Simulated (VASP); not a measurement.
All values below come from vdW-DF2, VASP's PBE PAW potentials (set 64) (plane waves; VASP).

The input files of a VASP run:

INCAR:
```
! general
SYSTEM   = Bi
PREC     = Accurate
ENCUT    = 520
LREAL    = .False.
LASPH    = .True.

! electronic loop
EDIFF    = 1E-7
NELM     = 100
ALGO     = Normal
LMAXMIX  = 4

! smearing
ISMEAR   = 0
SIGMA    = 0.05

! functional
GGA      = ML
LUSE_VDW = .True.
AGGAC    = 0.0
ZAB_VDW  = -1.8867

! ions
IBRION   = 2
NSW      = 30
ISIF     = 4
EDIFFG   = -0.01

! output
LWAVE    = .False.
LCHARG   = .False.
```

**KPOINTS**
```
Automatic mesh
0
Gamma
7 7 7
0 0 0
```

**POSCAR**
```
Bi
1.0
  4.6175451305  -2.3803189886   0.0860088251
  4.6175451305   2.3803189886   0.0860088251
  3.3176262183   0.0000000000   3.9985491164
Bi
2
direct
  0.2289693128   0.2289693128   0.2289693128
  0.7710306872   0.7710306872   0.7710306872
```

POTCAR, in this order: Bi_d (PBE.64 set). Program: vasp_std.

Output

File OUTCAR:
```
 ion  position               nearest neighbor table
   1  0.229  0.229  0.229-   2 3.20   2 3.20   2 3.20   2 3.90   2 3.90   2 3.90
   2  0.771  0.771  0.771-   1 3.20   1 3.20   1 3.20   1 3.90   1 3.90   1 3.90
  LATTYP: Found a trigonal (rhomboedric) cell.
 ALAT       =     5.1956750320
 COS(alpha) =     0.5802251058
 Subroutine PRICEL returns:
 Original cell was already a primitive cell.
 Subroutine GETGRP returns: Found 12 space group operations
The static configuration has the point symmetry D_3d.
The dynamic configuration has the point symmetry D_3d.
 Subroutine INISYM returns: Found 12 space group operations
 Subroutine IBZKPT returns following result:
 Found     44 irreducible k-points:

 Following reciprocal coordinates:
            Coordinates               Weight
  0.000000  0.000000  0.000000      1.000000
  0.142857 -0.000000  0.000000      6.000000
  0.285714 -0.000000 -0.000000      6.000000
  0.428571 -0.000000  0.000000      6.000000
  0.142857  0.142857 -0.000000      6.000000
  0.285714  0.142857 -0.000000     12.000000
  0.428571  0.142857 -0.000000     12.000000
 -0.428571  0.142857  0.000000     12.000000
...
```

**OSZICAR**
```
       N       E                     dE             d eps       ncg     rms          rms(c)
DAV:   1     0.300567377565E+03    0.30057E+03   -0.16472E+04  1680   0.179E+03
DAV:   2     0.235764562284E+02   -0.27699E+03   -0.27259E+03  1684   0.440E+02
DAV:   3     0.115859417390E+00   -0.23461E+02   -0.23028E+02  1918   0.155E+02
DAV:   4    -0.732495828986E+00   -0.84836E+00   -0.84696E+00  1795   0.327E+01
DAV:   5    -0.775713583511E+00   -0.43218E-01   -0.43217E-01  2240   0.663E+00    0.109E+00
DAV:   6    -0.766954224555E+00    0.87594E-02   -0.29130E-02  1944   0.207E+00    0.631E-01
DAV:   7    -0.766691500098E+00    0.26272E-03   -0.29933E-02  1687   0.218E+00    0.152E-01
DAV:   8    -0.767388384561E+00   -0.69688E-03   -0.37980E-03  1756   0.760E-01    0.291E-02
DAV:   9    -0.767424287733E+00   -0.35903E-04   -0.26453E-04  1917   0.193E-01    0.173E-02
DAV:  10    -0.767426720851E+00   -0.24331E-05   -0.32593E-05  1776   0.715E-02    0.297E-03
DAV:  11    -0.767426871463E+00   -0.15061E-06   -0.23574E-06  1969   0.155E-02    0.121E-03
DAV:  12    -0.767426811749E+00    0.59714E-07   -0.25324E-07  1421   0.505E-03
   1 F= -.76742681E+00 E0= -.76708452E+00  d E =-.767427E+00
       N       E                     dE             d eps       ncg     rms          rms(c)
DAV:   1    -0.767421624227E+00    0.52472E-05   -0.39262E-01  1807   0.426E+00    0.104E-01
DAV:   2    -0.768535282537E+00   -0.11137E-02   -0.13693E-02  2439   0.141E+00    0.598E-02
DAV:   3    -0.768428455253E+00    0.10683E-03   -0.26340E-04  2418   0.202E-01    0.184E-02
DAV:   4    -0.768424500824E+00    0.39544E-05   -0.65964E-05  2130   0.786E-02    0.412E-03
DAV:   5    -0.768423617875E+00    0.88295E-06   -0.74461E-06  1805   0.355E-02    0.134E-03
DAV:   6    -0.768423700267E+00   -0.82392E-07   -0.32150E-07  1456   0.696E-03
   2 F= -.76842370E+00 E0= -.76808313E+00  d E =-.996889E-03
       N       E                     dE             d eps       ncg     rms          rms(c)
DAV:   1    -0.766141276323E+00    0.22823E-02   -0.11886E+00  1810   0.742E+00    0.182E-01
DAV:   2    -0.769584979262E+00   -0.34437E-02   -0.42196E-02  2445   0.246E+00    0.104E-01
DAV:   3    -0.769258585558E+00    0.32639E-03   -0.78289E-04  2416   0.349E-01    0.327E-02
DAV:   4    -0.769244001426E+00    0.14584E-04   -0.19795E-04  2154   0.139E-01    0.710E-03
DAV:   5    -0.769242605248E+00    0.13962E-05   -0.23888E-05  1827   0.637E-02    0.231E-03
DAV:   6    -0.769242780986E+00   -0.17574E-06   -0.11800E-06  2305   0.121E-02    0.122E-03
DAV:   7    -0.769242915663E+00   -0.13468E-06   -0.16670E-07   977   0.460E-03    0.355E-04
DAV:   8    -0.769242901118E+00    0.14545E-07   -0.33686E-08   851   0.204E-03
   3 F= -.76924290E+00 E0= -.76890719E+00  d E =-.181609E-02
       N       E                     dE             d eps       ncg     rms          rms(c)
DAV:   1    -0.769163917435E+00    0.78998E-04   -0.39730E-02  1810   0.135E+00    0.330E-02
DAV:   2    -0.769273911897E+00   -0.10999E-03   -0.13561E-03  2448   0.443E-01    0.190E-02
DAV:   3    -0.769263722854E+00    0.10189E-04   -0.27384E-05  2410   0.644E-02    0.566E-03
DAV:   4    -0.769263510991E+00    0.21186E-06   -0.67901E-06  2134   0.247E-02    0.133E-03
DAV:   5    -0.769263221041E+00    0.28995E-06   -0.71102E-07  1703   0.110E-02    0.438E-04
DAV:   6    -0.769263244003E+00   -0.22961E-07   -0.28260E-08   854   0.225E-03
   4 F= -.76926324E+00 E0= -.76892872E+00  d E =-.183643E-02
       N       E                     dE             d eps       ncg     rms          rms(c)
DAV:   1    -0.771326587296E+00   -0.20634E-02   -0.90430E-02  1715   0.248E+00    0.217E-01
DAV:   2    -0.770199327213E+00    0.11273E-02   -0.38812E-03  2300   0.100E+00    0.140E-01
DAV:   3    -0.769452855142E+00    0.74647E-03   -0.13798E-03  2063   0.702E-01    0.142E-02
DAV:   4    -0.769487129797E+00   -0.34275E-04   -0.45178E-04  1729   0.274E-01    0.926E-03
DAV:   5    -0.769486377356E+00    0.75244E-06   -0.16792E-05  2210   0.387E-02    0.278E-03
DAV:   6    -0.769486410527E+00   -0.33171E-07   -0.18281E-06  1824   0.203E-02    0.123E-03
DAV:   7    -0.769486397000E+00    0.13527E-07   -0.24306E-07  1338   0.760E-03
   5 F= -.76948640E+00 E0= -.76910346E+00  d E =-.223153E-03
       N       E                     dE             d eps       ncg     rms          rms(c)
DAV:   1    -0.786288169752E+00   -0.16802E-01   -0.81133E-01  1714   0.742E+00    0.649E-01
DAV:   2    -0.776116886750E+00    0.10171E-01   -0.34491E-02  1998   0.268E+00    0.416E-01
DAV:   3    -0.769476005858E+00    0.66409E-02   -0.12526E-02  2066   0.192E+00    0.420E-02
DAV:   4    -0.769726962680E+00   -0.25096E-03   -0.34377E-03  1729   0.747E-01    0.277E-02
DAV:   5    -0.769723323167E+00    0.36395E-05   -0.14315E-04  2185   0.117E-01    0.692E-03
DAV:   6    -0.769723301604E+00    0.21563E-07   -0.15057E-05  2091   0.487E-02    0.379E-03
DAV:   7    -0.769723262141E+00    0.39463E-07   -0.20356E-06  2013   0.230E-02    0.780E-04
DAV:   8    -0.769723282663E+00   -0.20522E-07   -0.20957E-07  1461   0.793E-03
   6 F= -.76972328E+00 E0= -.76923019E+00  d E =-.460039E-03
```

File OUTCAR:
```
------------------------ aborting loop because EDIFF is reached ----------------------------------------
  FORCE on cell =-STRESS in cart. coord.  units (eV):
  Direction    XX          YY          ZZ          XY          YZ          ZX
  --------------------------------------------------------------------------------------
  Total       -0.2995903     -0.2838521     -0.2855894      0.0000000      0.0000000     -0.0052289
  in kB       -5.5465615     -5.2551872     -5.2873519      0.0000000      0.0000000     -0.0968067
  external PRESSURE =      -5.3630336 kB  Pullay stress =       0.0000000 kB
  volume of cell :       86.54
      direct lattice vectors                 reciprocal lattice vectors
     4.672923672 -2.363888162  0.114404312     0.109261104 -0.211515929 -0.092381112
     4.672923672  2.363888162  0.114404312     0.109261104  0.211515929 -0.092381112
     3.381977874  0.000000000  3.999937074    -0.006250069  0.000000000  0.255288415
 POSITION                                       TOTAL-FORCE (eV/Angst)
 -----------------------------------------------------------------------------------
      2.89762      0.00000      0.96272         0.001205      0.000000      0.000401
      9.83021      0.00000      3.26603        -0.001205     -0.000000     -0.000401
 -----------------------------------------------------------------------------------
    total drift:                               -0.000000     -0.000000     -0.000000
  FREE ENERGIE OF THE ION-ELECTRON SYSTEM (eV)
  ---------------------------------------------------
  free  energy   TOTEN  =        -0.7697232827 eV

  energy  without entropy=       -0.7687371015  energy(sigma->0) =       -0.76923019

 reached required accuracy - stopping structural energy minimisation
```
(Selected blocks of OUTCAR.)

### CONTCAR
```
Bi
   1.00000000000000
     4.6729236719509517   -2.3638881617449283    0.1144043122358877
     4.6729236719509517    2.3638881617449283    0.1144043122358876
     3.3819778740710169    0.0000000000000000    3.9999370739013220
  Bi
     2
Direct
     0.2276602230609169    0.2276602230609169    0.2276602230682424
     0.7723397769390832    0.7723397769390832    0.7723397769317576
```

The compound is Bi in the a7 structure. This cell is one point of a volume scan, at 1.03 of the reference volume. Symmetry was kept, so distortions that lower it aren't found.
